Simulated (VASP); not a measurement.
Here is the system:

```xyz
2
Lattice="0.0000 2.3692 2.3692 2.3692 0.0000 2.3692 2.3692 2.3692 0.0000" Properties=species:S:1:pos:R:3 pbc="T T T"
Hf     0.0000     0.0000     0.0000
C      2.3692     2.3692     2.3692
```

Calculation: PBE GGA, VASP's PBE PAW potentials (set 64) (plane waves; VASP). Run with 520 eV cut-off, 14×14×14 Γ-centred mesh, first-order Methfessel-Paxton smearing of 0.10 eV, potentials Hf_pv C.

Unless said otherwise, spin-orbit coupling is left out, though it shifts the bands of the heavy elements here.

Problem. Estimate the energy per atom (σ→0), pressure, band gap (on the k-mesh) with the smallest direct gap where there is one.

Solution. 
| Quantity | Result |
|---|---|
| band gap (on the k-mesh) | none (metal, semimetal or under 0.01 eV) |
| energy per atom (σ→0) | -10.492 eV/atom |
| pressure | -12.47 GPa |

Only differences to runs with the same potentials and settings are physical.

The compound is HfC in the rock salt structure. This cell is one point of a volume scan, at 1.06 of the reference volume.
